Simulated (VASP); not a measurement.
Output of a VASP run:

OSZICAR:
```
       N       E                     dE             d eps       ncg     rms          rms(c)
DAV:   1     0.117164901763E+03    0.11716E+03   -0.80668E+03  1222   0.138E+03
DAV:   2     0.586103879637E+01   -0.11130E+03   -0.10822E+03  1267   0.310E+02
DAV:   3    -0.157634000920E+01   -0.74374E+01   -0.73946E+01  1632   0.878E+01
DAV:   4    -0.177574855534E+01   -0.19941E+00   -0.19933E+00  1376   0.167E+01
DAV:   5    -0.178635169758E+01   -0.10603E-01   -0.10603E-01  1839   0.325E+00    0.358E+00
DAV:   6    -0.167185634781E+01    0.11450E+00   -0.19672E-01  1620   0.711E+00    0.208E+00
DAV:   7    -0.165201866481E+01    0.19838E-01   -0.84236E-02  1513   0.278E+00    0.624E-01
DAV:   8    -0.165178836228E+01    0.23030E-03   -0.76159E-03  1737   0.114E+00    0.293E-01
DAV:   9    -0.165201906265E+01   -0.23070E-03   -0.55827E-04  1328   0.280E-01    0.980E-02
DAV:  10    -0.165205817301E+01   -0.39110E-04   -0.30940E-05  1522   0.513E-02    0.330E-02
DAV:  11    -0.165206980269E+01   -0.11630E-04   -0.15800E-05  1262   0.491E-02    0.123E-02
DAV:  12    -0.165207023452E+01   -0.43183E-06   -0.55128E-07  1634   0.834E-03    0.338E-03
DAV:  13    -0.165206999623E+01    0.23829E-06   -0.28031E-07  1246   0.520E-03    0.177E-03
DAV:  14    -0.165206999307E+01    0.31682E-08   -0.83828E-09   736   0.764E-04
   1 F= -.16520700E+01 E0= -.16521562E+01  d E =0.258519E-03
```

File OUTCAR:
```
------------------------ aborting loop because EDIFF is reached ----------------------------------------
  FORCE on cell =-STRESS in cart. coord.  units (eV):
  Direction    XX          YY          ZZ          XY          YZ          ZX
  --------------------------------------------------------------------------------------
  Total        1.1691408      1.1691408      1.1691408      0.0000000      0.0000000      0.0000000
  in kB       27.5392065     27.5392065     27.5392065      0.0000000      0.0000000      0.0000000
  external PRESSURE =      27.5392065 kB  Pullay stress =       0.0000000 kB
  volume of cell :       68.02
      direct lattice vectors                 reciprocal lattice vectors
     0.000000000  3.239902931  3.239902931    -0.154325611  0.154325611  0.154325611
     3.239902931  0.000000000  3.239902931     0.154325611 -0.154325611  0.154325611
     3.239902931  3.239902931  0.000000000     0.154325611  0.154325611 -0.154325611
  FREE ENERGIE OF THE ION-ELECTRON SYSTEM (eV)
  ---------------------------------------------------
  free  energy   TOTEN  =        -1.6520699931 eV

  energy  without entropy=       -1.6523285121  energy(sigma->0) =       -1.65215617
```
(Selected blocks of OUTCAR.)

**POSCAR**
```
InSb
1
    0.0000000000     3.2399029314     3.2399029314
    3.2399029314     0.0000000000     3.2399029314
    3.2399029314     3.2399029314     0.0000000000
In Sb
1 1
Direct
  1.0000000000   1.0000000000   1.0000000000
  0.2500000000   0.2500000000   0.2500000000
```

Question: Write an INCAR and KPOINTS that could have produced this output.

Answer: One answer among several that fit: the input of the run itself, optB88-vdW, plane waves, VASP's PBE PAW potentials (set 64).

### KPOINTS
```
Automatic mesh
0
Gamma
10 10 10
0 0 0
```

INCAR:
```
SYSTEM = InSb
PREC = Accurate
ENCUT = 520
EDIFF = 1E-7
NELM = 100
ALGO = Normal
LREAL = .FALSE.
LASPH = .TRUE.
ISMEAR = 1
SIGMA = 0.1
GGA = BO
PARAM1 = 0.1833333333
PARAM2 = 0.22
LUSE_VDW = .TRUE.
AGGAC = 0.0
LMAXMIX = 4
LWAVE = .FALSE.
LCHARG = .FALSE.
ISIF = 2
```

POTCAR, in this order: In_d Sb (PBE.64 set). Program: vasp_std.

The compound is InSb in the zinc blende structure. This cell is one point of a volume scan, at 0.94 of the reference volume.
